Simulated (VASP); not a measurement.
OSZICAR of a VASP run on CoSi (B20):

File OSZICAR:
```
       N       E                     dE             d eps       ncg     rms          rms(c)
DAV:   1     0.345888585477E+03    0.34589E+03   -0.21855E+04  1488   0.187E+03
DAV:   2    -0.331608893619E+02   -0.37905E+03   -0.36990E+03  1488   0.403E+02
DAV:   3    -0.650434037073E+02   -0.31883E+02   -0.31065E+02  1782   0.137E+02
DAV:   4    -0.664349714227E+02   -0.13916E+01   -0.13710E+01  1906   0.279E+01
DAV:   5    -0.664895942304E+02   -0.54623E-01   -0.54603E-01  2017   0.475E+00    0.300E+01
DAV:   6    -0.722395884043E+02   -0.57500E+01   -0.19784E+02  2136   0.161E+02    0.271E+01
DAV:   7    -0.597841364239E+02    0.12455E+02   -0.74027E+01  2040   0.114E+02    0.827E+00
DAV:   8    -0.599282416540E+02   -0.14411E+00   -0.44281E+00  1800   0.127E+01    0.298E+00
DAV:   9    -0.598305155532E+02    0.97726E-01   -0.35601E-01  2338   0.678E+00    0.113E+00
DAV:  10    -0.598236472273E+02    0.68683E-02   -0.20392E-02  2278   0.102E+00    0.293E-01
DAV:  11    -0.598226338698E+02    0.10134E-02   -0.26454E-03  2393   0.483E-01    0.958E-02
DAV:  12    -0.598226063263E+02    0.27543E-04   -0.22507E-04  1904   0.159E-01    0.285E-02
DAV:  13    -0.598226060313E+02    0.29502E-06   -0.61381E-05  2385   0.527E-02    0.317E-02
DAV:  14    -0.598226028536E+02    0.31777E-05   -0.80451E-06  1770   0.207E-02    0.105E-02
DAV:  15    -0.598226028098E+02    0.43808E-07   -0.23629E-06  1281   0.147E-02
   1 F= -.59822603E+02 E0= -.59822883E+02  d E =-.598226E+02
       N       E                     dE             d eps       ncg     rms          rms(c)
DAV:   1    -0.598291375073E+02   -0.65347E-02   -0.11853E-01  1561   0.417E+00    0.722E-01
DAV:   2    -0.598332805812E+02   -0.41431E-02   -0.16193E-01  2151   0.497E+00    0.748E-01
DAV:   3    -0.598227500871E+02    0.10530E-01   -0.66304E-02  2127   0.318E+00    0.149E-01
DAV:   4    -0.598225444724E+02    0.20561E-03   -0.16280E-03  1684   0.312E-01    0.414E-02
DAV:   5    -0.598225234052E+02    0.21067E-04   -0.10013E-04  2219   0.863E-02    0.226E-02
DAV:   6    -0.598225186921E+02    0.47131E-05   -0.13988E-05  2220   0.252E-02    0.445E-03
DAV:   7    -0.598225187421E+02   -0.49950E-07   -0.14301E-06  1144   0.105E-02
   2 F= -.59822519E+02 E0= -.59822810E+02  d E =0.840677E-04
       N       E                     dE             d eps       ncg     rms          rms(c)
DAV:   1    -0.598248131571E+02   -0.22945E-02   -0.37091E-02  1533   0.233E+00    0.405E-01
DAV:   2    -0.598260928790E+02   -0.12797E-02   -0.50470E-02  2121   0.277E+00    0.416E-01
DAV:   3    -0.598228151413E+02    0.32777E-02   -0.20534E-02  2097   0.178E+00    0.825E-02
DAV:   4    -0.598227603259E+02    0.54815E-04   -0.54019E-04  1663   0.177E-01    0.242E-02
DAV:   5    -0.598227530527E+02    0.72732E-05   -0.31711E-05  2189   0.489E-02    0.139E-02
DAV:   6    -0.598227515884E+02    0.14642E-05   -0.45511E-06  1594   0.152E-02    0.282E-03
DAV:   7    -0.598227514965E+02    0.91967E-07   -0.88235E-07   901   0.718E-03
   3 F= -.59822751E+02 E0= -.59823036E+02  d E =-.148687E-03
```

Question: Which electronic solver shows in the log?

Answer: It is blocked Davidson (ALGO = Normal, or the opening steps of other solvers). The INCAR had ALGO = Normal.

Question: How was spin treated?

Answer: Without spin polarisation: there is no mag entry.

Question: Can the final energy be trusted as converged?

Answer: The calculation finished and met its thresholds. It stopped with EDIFF = 1E-6, NELM = 100, NSW = 40 and EDIFFG = -0.02 after 3 ionic steps (PBEsol GGA, plane waves, VASP's PBE PAW potentials (set 64)).

The compound is CoSi in the B20 structure. This run relaxes it. Symmetry was kept, so distortions that lower it aren't found. The run is not spin-polarised, so no magnetic state was tried.
